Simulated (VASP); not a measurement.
Input:

```xyz
5
Lattice="4.2764 0.0000 0.0000 0.0000 4.2764 0.0000 0.0000 0.0000 4.2764" Properties=species:S:1:pos:R:3 pbc="T T T"
Ba     0.0000     0.0000     0.0000
Zr     2.1382     2.1382     2.1382
O      2.1382     0.0000     2.1382
O      0.0000     2.1382     2.1382
O      2.1382     2.1382     0.0000
```

The numbers are results of PW91 GGA, VASP's PBE PAW potentials (set 64) (plane waves; VASP), not measurements. Numerical set-up: 520 eV cut-off, 5×5×5 Γ-centred mesh, Gaussian smearing of 0.050 eV, potentials Ba_sv Zr_sv O.

Give the stress tensor in GPa (positive for a compressed cell).

```
-4.24   0.00   0.00
 0.00  -4.24   0.00
 0.00   0.00  -4.24
```
The pressure is its mean diagonal, -4.24 GPa.

The compound is BaZrO3 in the cubic perovskite structure. This cell is one point of a volume scan, at 1.03 of the reference volume.
